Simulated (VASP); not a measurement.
A convergence study with VASP on ZrS₂ (1T layered): one setting is varied, all else stays as given below, so the limit is that of these other settings.

```yaml
crystal:
  lattice:
    - [1.83000, -3.16965, 0.00000]
    - [1.83000, 3.16965, 0.00000]
    - [0.00000, 0.00000, 5.82000]
  atoms:
    - { symbol: Zr, position: [0.00000, 0.00000, 0.00000] }
    - { symbol: S, position: [0.33333, 0.66667, 0.25000] }
    - { symbol: S, position: [0.66667, 0.33333, 0.75000] }
```

These are PBE GGA, VASP's PBE PAW potentials (set 64) (plane waves; VASP) values and carry that method's errors. The tightest run used: 550 eV cut-off, 12×12×8 Monkhorst-Pack mesh, Gaussian smearing of 0.050 eV, potentials Zr_sv S.

The settings run are 1×1×1 mesh; 2×2×1 mesh; 3×3×2 mesh; 4×4×2 mesh; 5×5×3 mesh; 6×6×4 mesh; 7×7×4 mesh; 8×8×5 mesh; 9×9×6 mesh; 10×10×6 mesh; 11×11×7 mesh; 12×12×8 mesh. From which on does the energy per atom stay within 0.002 eV/atom of the tightest run?

From 6×6×4 mesh on: it is off by 0.0011 there and by no more than 0.002 in any finer run, while 5×5×3 mesh is off by 0.0089.
```
setting       E (eV/atom)  pressure (GPa)  largest force (eV/Å)  irreducible k-points  difference judged (eV/atom)
------------  -----------  --------------  --------------------  --------------------  ---------------------------
1×1×1 mesh        -4.6117           21.02                 4.845                     1                       2.5210
2×2×1 mesh        -7.2579           -0.03                 0.113                     2                       0.1253
3×3×2 mesh        -7.0728            2.24                 0.180                     4                       0.0598
4×4×2 mesh        -7.1415            1.31                 0.027                    10                       0.0089
5×5×3 mesh        -7.1237            1.62                 0.057                    12                       0.0089
6×6×4 mesh        -7.1337            1.43                 0.036                    42                       0.0011
7×7×4 mesh        -7.1313            1.48                 0.043                    24                       0.0013
8×8×5 mesh        -7.1328            1.45                 0.038                    92                       0.0002
9×9×6 mesh        -7.1324            1.46                 0.040                    57                       0.0002
10×10×6 mesh      -7.1327            1.45                 0.039                   165                       0.0000
11×11×7 mesh      -7.1326            1.46                 0.039                    94                       0.0001
12×12×8 mesh      -7.1326            1.45                 0.039                   312                       0.0000
```

Left out are rungs that failed or repeat a setting and relaxations that didn't move; long series are thinned to 24 rows.

The compound is ZrS2 in the 1T layered structure. The cell was not relaxed at this level, forces remain on its atoms.
